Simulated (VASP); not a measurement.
Data:

```
CELL_PARAMETERS angstrom
      3.08320     0.00000     0.00000
      0.00000     3.08320     0.00000
      0.00000     0.00000     3.08320
ATOMIC_POSITIONS crystal
  Sb 0.00000 0.00000 0.00000
```

Calculation: SCAN meta-GGA, VASP's PBE PAW potentials (set 64) (plane waves; VASP 6.6.1). Settings: 400 eV cut-off, 13×13×13 Γ-centred mesh, tetrahedra with Blöchl corrections, potentials Sb.

Unless said otherwise, spin-orbit coupling is left out, though it shifts the bands of the heavy elements here.

Task: What does the run give for the energy per atom (σ→0), band gap (over mesh and band path) with the smallest direct gap where there is one?

Result: 
| Property | Result |
|---|---|
| band gap (over mesh and band path) | none (metal, semimetal or under 0.01 eV) |
| energy per atom (σ→0) | -37.253 eV/atom |

The structure comes from a measured Sb entry (Pm-3m) of the Crystallography Open Database, whose conditions weren't checked. It was relaxed first, which changed the volume by -7 %.
